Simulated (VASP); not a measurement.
Method: G0W0 on PBE orbitals, VASP's PBE PAW potentials (set 64) (plane waves; VASP 6.6.1).

The input files of a VASP run:

**POSCAR**
```
AlN
1
    0.0000000000     2.1900000000     2.1900000000
    2.1900000000     0.0000000000     2.1900000000
    2.1900000000     2.1900000000     0.0000000000
Al N
1 1
Direct
  0.0000000000   0.0000000000   0.0000000000
  0.2500000000   0.2500000000   0.2500000000
```

**KPOINTS**
```
Automatic mesh
0
Gamma
4 4 4
0 0 0
```

### INCAR
```
! general
SYSTEM      = AlN
PREC        = Normal
ENCUT       = 500
LREAL       = .False.
LASPH       = .True.
NBANDS      = 240

! electronic loop
ALGO        = EVGW0

! smearing
ISMEAR      = 0
SIGMA       = 0.01

! functional
GGA         = PE

! output
LWAVE       = .False.
LCHARG      = .False.

! other
NELMGW      = 1
NOMEGA      = 64
ENCUTGW     = 250
NBANDSGW    = 12
LSPECTRALGW = .True.
```

POTCAR, in this order: Al_GW N_GW_new (PBE.64 set). Program: vasp_std. Read from the step before: WAVECAR, WAVEDER.

The resulting files:

**OSZICAR**
```
energies w=
    0.000    0.000    0.570    0.000    1.139    0.000    1.705    0.000
    2.268    0.000    2.825    0.000    3.377    0.000    3.922    0.000
    4.460    0.000    4.991    0.000    5.515    0.000    6.031    0.000
    6.540    0.000    7.042    0.000    7.538    0.000    8.028    0.000
    8.513    0.000    8.994    0.000    9.471    0.000    9.946    0.000
   10.419    0.000   10.892    0.000   11.365    0.000   11.840    0.000
   12.318    0.000   12.800    0.000   13.288    0.000   13.783    0.000
   14.286    0.000   14.800    0.000   15.326    0.000   15.866    0.000
   16.423    0.000   16.999    0.000   17.596    0.000   18.219    0.000
   18.870    0.000   19.553    0.000   20.274    0.000   21.036    0.000
   21.849    0.000   22.717    0.000   23.650    0.000   24.657    0.000
   25.752    0.000   26.948    0.000   28.264    0.000   29.721    0.000
   31.348    0.000   33.179    0.000   35.258    0.000   37.644    0.000
   40.411    0.000   43.664    0.000   47.544    0.000   52.254    0.000
   58.090    0.000   65.510    0.000   75.250    0.000   88.587    0.000
  107.929    0.000  138.450    0.000  193.635    0.000  323.194    0.000
NQ=   1    0.0000    0.0000    0.0000,
 performed        166000 updates of chi_q(r,r)
NQ=   2    0.2500    0.0000    0.0000,
 performed        494000 updates of chi_q(r,r)
NQ=   3    0.5000    0.0000    0.0000,
 performed        776000 updates of chi_q(r,r)
NQ=   4    0.2500    0.2500    0.0000,
 performed       1104000 updates of chi_q(r,r)
NQ=   5    0.5000    0.2500    0.0000,
 performed       1558000 updates of chi_q(r,r)
NQ=   6   -0.2500    0.2500    0.0000,
 performed       1966000 updates of chi_q(r,r)
NQ=   7    0.5000    0.5000    0.0000,
 performed       2213000 updates of chi_q(r,r)
NQ=   8   -0.2500    0.5000    0.2500,
 performed       2529000 updates of chi_q(r,r)
 resolving degeneracies of screened two electron integrals
```

**OUTCAR**
```


 k-point   1 :       0.0000    0.0000    0.0000
  band No.  KS-energies  QP-energies   sigma(KS)   V_xc(KS)     V^pw_x(r,r')   Z            occupation Imag(sigma)

      1      -9.3395     -10.9183     -17.0217     -14.7769     -24.7295       0.7033       2.0000       1.2116
      2       5.6078       4.4271     -18.2632     -16.7285     -20.8735       0.7694       2.0000       0.0692
      3       5.6078       4.4271     -18.2632     -16.7285     -20.8735       0.7694       2.0000       0.0692
      4       5.6078       4.4271     -18.2632     -16.7285     -20.8735       0.7694       2.0000       0.0692
      5       9.7150      10.2448     -11.8104     -12.4725      -7.6533       0.8001       0.0000      -0.0578
      6      18.0442      18.8656      -9.2132     -10.2444      -4.0080       0.7965       0.0000      -0.1037
      7      18.0442      18.8656      -9.2132     -10.2444      -4.0080       0.7965       0.0000      -0.1037
      8      18.0442      18.8656      -9.2132     -10.2444      -4.0080       0.7965       0.0000      -0.1037
      9      23.1889      24.0050      -9.3757     -10.4202      -3.6831       0.7813       0.0000      -0.2341
     10      23.1889      24.0050      -9.3757     -10.4202      -3.6831       0.7813       0.0000      -0.2341
     11      24.5785      24.9576      -9.1088      -9.6098      -2.5776       0.7567       0.0000      -0.5602
     12      24.5785      24.9576      -9.1088      -9.6098      -2.5776       0.7567       0.0000      -0.5602

 k-point   2 :       0.2500    0.0000    0.0000
  band No.  KS-energies  QP-energies   sigma(KS)   V_xc(KS)     V^pw_x(r,r')   Z            occupation Imag(sigma)

      1      -8.4961     -10.0777     -17.4620     -15.2594     -25.0073       0.7181       2.0000       1.1192
      2       2.3488       1.0152     -16.0333     -14.2584     -19.2159       0.7513       2.0000       0.1034
      3       5.3513       4.1498     -18.0960     -16.5328     -20.7581       0.7686       2.0000       0.0708
      4       5.3513       4.1498     -18.0960     -16.5328     -20.7581       0.7686       2.0000       0.0708
      5      11.9783      12.6008     -12.1126     -12.8992      -7.6002       0.7914       0.0000      -0.0674
      6      16.4767      17.2257     -10.6713     -11.6344      -5.3693       0.7778       0.0000      -0.1106
      7      17.8269      18.5668      -9.1526     -10.0834      -3.8927       0.7950       0.0000      -0.1287
      8      17.8269      18.5668      -9.1526     -10.0834      -3.8927       0.7950       0.0000      -0.1287
      9      21.7728      22.4768      -9.2410     -10.1447      -3.5245       0.7790       0.0000      -0.2291
     10      21.7728      22.4768      -9.2410     -10.1447      -3.5245       0.7790       0.0000      -0.2291
     11      22.7271      23.1008      -8.5993      -9.0621      -2.4842       0.8075       0.0000      -0.4940
     12      30.0115      30.8261     -10.1007     -11.1065      -2.9762       0.8099       0.0000      -1.0607

 k-point   3 :       0.5000    0.0000    0.0000
  band No.  KS-energies  QP-energies   sigma(KS)   V_xc(KS)     V^pw_x(r,r')   Z            occupation Imag(sigma)

      1      -7.3093      -8.9018     -18.4487     -16.2888     -25.8073       0.7373       2.0000       0.9860
      2      -0.2335      -1.6124     -14.4615     -12.5447     -18.4043       0.7194       2.0000       0.1991
      3       5.1266       3.9042     -17.9889     -16.3962     -20.7132       0.7675       2.0000       0.0726
      4       5.1266       3.9042     -17.9889     -16.3962     -20.7132       0.7675       2.0000       0.0726
      5      12.8860      13.5367     -10.2764     -11.0829      -5.6687       0.8069       0.0000      -0.0674
      6      15.4046      16.0749     -12.2380     -13.1331      -6.6176       0.7489       0.0000      -0.1249
      7      16.6637      17.3348      -8.8974      -9.7388      -3.8640       0.7976       0.0000      -0.1005
      8      16.6637      17.3348      -8.8974      -9.7388      -3.8640       0.7976       0.0000      -0.1005
      9      23.4595      23.9473      -9.7624     -10.3975      -3.2689       0.7680       0.0000      -0.4519
     10      25.5531      26.2161      -9.9905     -10.8594      -3.0544       0.7631       0.0000      -0.5715
     11      25.5531      26.2161      -9.9905     -10.8594      -3.0544       0.7631       0.0000      -0.5715
     12      28.9800      29.9607     -10.2284     -11.4429      -3.8427       0.8075       0.0000      -0.6884

 k-point   4 :       0.2500    0.2500    0.0000
  band No.  KS-energies  QP-energies   sigma(KS)   V_xc(KS)     V^pw_x(r,r')   Z            occupation Imag(sigma)

      1      -8.2216      -9.7672     -17.6061     -15.4200     -25.1004       0.7070       2.0000       1.0715
      2       2.7195       1.4198     -16.4316     -14.7102     -19.5218       0.7550       2.0000       0.0968
      3       4.6297       3.3640     -17.4897     -15.8378     -20.2874       0.7662       2.0000       0.0764
      4       4.6297       3.3640     -17.4897     -15.8378     -20.2874       0.7662       2.0000       0.0764
      5      11.5107      12.0345     -11.1291     -11.7878      -6.7403       0.7951       0.0000      -0.0657
      6      15.7598      16.4980      -9.1178     -10.0291      -4.3045       0.8102       0.0000      -0.0743
      7      17.0272      17.7018     -10.5389     -11.4004      -5.1729       0.7830       0.0000      -0.1264
      8      19.5058      20.3210     -10.3778     -11.4337      -4.5208       0.7721       0.0000      -0.1934
      9      19.5058      20.3210     -10.3778     -11.4337      -4.5208       0.7721       0.0000      -0.1934
     10      25.0539      25.8580      -9.3701     -10.3875      -3.3778       0.7904       0.0000      -0.3702
     11      28.2143      28.7682      -9.2297      -9.9202      -2.5441       0.8022       0.0000      -0.9208
     12      28.2143      28.7682      -9.2297      -9.9202      -2.5441       0.8022       0.0000      -0.9208

 k-point   5 :       0.5000    0.2500    0.0000
  band No.  KS-energies  QP-energies   sigma(KS)   V_xc(KS)     V^pw_x(r,r')   Z            occupation Imag(sigma)

      1      -7.0431      -8.5785     -18.5889     -16.4395     -25.8878       0.7144       2.0000       0.9269
      2       0.8425      -0.5312     -15.1019     -13.2208     -18.7152       0.7303       2.0000       0.1415
      3       3.2795       1.9535     -16.4061     -14.6610     -19.4036       0.7599       2.0000       0.0901
      4       4.4142       3.1333     -17.3910     -15.7148     -20.2424       0.7642       2.0000       0.0784
      5      11.4462      11.9295      -9.8082     -10.4094      -5.3970       0.8038       0.0000      -0.0659
      6      15.5020      16.2319     -10.9654     -11.8887      -5.9821       0.7905       0.0000      -0.0854
      7      17.6239      18.5037     -11.8275     -12.9678      -6.1945       0.7716       0.0000      -0.1348
      8      18.9273      19.6762     -10.0046     -10.9615      -4.3109       0.7826       0.0000      -0.1924
      9      21.1535      21.8400     -10.2002     -11.1143      -3.8787       0.7511       0.0000      -0.3017
     10      26.2199      26.9301      -9.6823     -10.6055      -2.9399       0.7692       0.0000      -0.5582
     11      28.2917      28.9235      -9.3597     -10.1649      -2.6587       0.7847       0.0000      -0.8025
     12      30.3073      31.2115     -10.5945     -11.7378      -3.6393       0.7908       0.0000      -0.9487

 k-point   6 :      -0.2500    0.2500    0.0000
  band No.  KS-energies  QP-energies   sigma(KS)   V_xc(KS)     V^pw_x(r,r')   Z            occupation Imag(sigma)

      1      -7.4403      -8.9923     -18.2300     -16.0669     -25.5894       0.7175       2.0000       0.9721
      2       1.2498      -0.1169     -15.3591     -13.5087     -18.8403       0.7386       2.0000       0.1274
      3       3.1337       1.7924     -16.3339     -14.5646     -19.3891       0.7581       2.0000       0.0932
      4       5.0832       3.8615     -17.9073     -16.3160     -20.6164       0.7677       2.0000       0.0725
      5      13.3684      13.9574     -11.0188     -11.7713      -6.1503       0.7826       0.0000      -0.0855
      6      14.7537      15.4562     -10.6281     -11.5121      -5.6770       0.7946       0.0000      -0.0826
      7      17.1608      18.0251     -11.5981     -12.7076      -6.2244       0.7790       0.0000      -0.1101
      8      18.0182      18.6987      -9.2940     -10.1538      -3.8844       0.7915       0.0000      -0.1581
      9      21.5320      22.2912      -9.2047     -10.1735      -3.5534       0.7836       0.0000      -0.1965
     10      24.1701      24.8178      -9.8336     -10.6857      -3.0871       0.7600       0.0000      -0.4629
     11      27.5329      28.1352      -9.1237      -9.8949      -2.6510       0.7809       0.0000      -0.7346
     12      28.7242      29.4793     -10.2776     -11.2279      -3.2789       0.7947       0.0000      -0.9206

 k-point   7 :       0.5000    0.5000    0.0000
  band No.  KS-energies  QP-energies   sigma(KS)   V_xc(KS)     V^pw_x(r,r')   Z            occupation Imag(sigma)

      1      -6.6797      -8.1955     -18.9080     -16.7704     -26.1477       0.7092       2.0000       0.8758
      2       0.7143      -0.6653     -15.2577     -13.3601     -18.9869       0.7270       2.0000       0.1494
      3       3.8336       2.5073     -17.0283     -15.2829     -20.0139       0.7599       2.0000       0.0845
      4       3.8336       2.5073     -17.0283     -15.2829     -20.0139       0.7599       2.0000       0.0845
      5       8.8893       9.2372      -8.8089      -9.2338      -4.8018       0.8187       0.0000      -0.0558
      6      14.1381      14.7663      -8.8265      -9.5920      -4.2903       0.8207       0.0000      -0.0645
      7      19.4515      20.4043     -13.6172     -14.9028      -7.1069       0.7411       0.0000      -0.2202
      8      21.2133      21.9554     -11.2330     -12.2493      -4.5320       0.7301       0.0000      -0.3265
      9      21.2133      21.9554     -11.2330     -12.2493      -4.5320       0.7301       0.0000      -0.3265
...
```
(Selected blocks of OUTCAR.)

The mesh is coarse and the basis finite, so the quasiparticle values are not converged.

The compound is AlN in the zinc blende structure, a metastable form; wurtzite is the usual one. The cell was not relaxed at this level. The k-mesh is coarse (spacing up to 0.62 per Å, 2π included), so the numbers may not be converged in it.
